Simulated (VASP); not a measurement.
An input for Ansatz (written as the equivalent of a VASP run, and not itself run):

Ansatz 0.2 input:
```yaml
crystal:
  lattice:
    - [6.0421109, 0.0000000, 0.0000000]
    - [0.0000000, 6.0421109, 0.0000000]
    - [0.0000000, 0.0000000, 6.0421109]
  atoms:
    - { symbol: Ga, position: [0.0139204, 0.9860796, 0.9860796] }
    - { symbol: Ga, position: [0.4860796, 0.5139204, 0.9860796] }
    - { symbol: Ga, position: [0.4860796, 0.9860796, 0.5139204] }
    - { symbol: Ga, position: [0.0139204, 0.5139204, 0.5139204] }
    - { symbol: Sb, position: [0.2500000, 0.2500000, 0.2500000] }
    - { symbol: Sb, position: [0.7500000, 0.7500000, 0.2500000] }
    - { symbol: Sb, position: [0.7500000, 0.2500000, 0.7500000] }
    - { symbol: P, position: [0.2500000, 0.7500000, 0.7500000] }
kpoints:
  mp_grid: { grid: [5, 5, 5] }
hamiltonian:
  xc: pbe
  pseudopotentials: { kind: paw }
scf:
  occupations: { method: methfessel_paxton, width: 0.1 }
  max_iter: 100
relax:
  max_steps: 60
  f_tol: 0.02
  cell: {}
output: { forces: true, stress: true, eigenvalues: true }
```

### Question
Translate this input to VASP (INCAR, KPOINTS, POSCAR, choice of POTCAR).

### Answer
Several could match; the one computed here: 
**POSCAR**
```
Ga4PSb3
1
    6.0421109493    -0.0000000000    -0.0000000000
   -0.0000000000     6.0421109493     0.0000000000
   -0.0000000000    -0.0000000000     6.0421109493
Ga Sb P
4 3 1
Direct
  0.0139204444   0.9860795556   0.9860795556
  0.4860795556   0.5139204444   0.9860795556
  0.4860795556   0.9860795556   0.5139204444
  0.0139204444   0.5139204444   0.5139204444
  0.2500000000   0.2500000000   0.2500000000
  0.7500000000   0.7500000000   0.2500000000
  0.7500000000   0.2500000000   0.7500000000
  0.2500000000   0.7500000000   0.7500000000
```

**INCAR**
```
# general
SYSTEM  = Ga4PSb3
PREC    = Accurate
ENCUT   = 400   # plane-wave cut-off (eV)
LREAL   = .False.
LASPH   = .True.   # aspherical one-centre terms

# electronic loop
EDIFF   = 1E-6   # SCF stop (eV)
NELM    = 100
ALGO    = Normal   # blocked Davidson
LMAXMIX = 4

# smearing
ISMEAR  = 1
SIGMA   = 0.1

# functional
GGA     = PE

# ions
IBRION  = 2
NSW     = 60
ISIF    = 3   # ions, shape and volume
EDIFFG  = -0.02   # ionic stop

# output
LWAVE   = .False.
LCHARG  = .False.
```

KPOINTS:
```
Automatic mesh
0
Gamma
5 5 5
0 0 0
```

POTCAR, in this order: Ga_d Sb P (PBE.64 set). Program: vasp_std.

The two are equivalent in intent, not identical: each code has its own PAW files, so the cut-off isn't converted (ENCUT is set for VASP's; basis.ecutwfc is left out, and Ansatz then takes the one that its files recommend); Ansatz stops its SCF on the density residual and VASP on the energy change (EDIFF).

The structure was generated: Ga4PSb3 was put into an ordered model structure (P-43m), which need not be its known phase. This run relaxes it. Symmetry was kept, so distortions that lower it aren't found. The start is the result of an earlier pass.
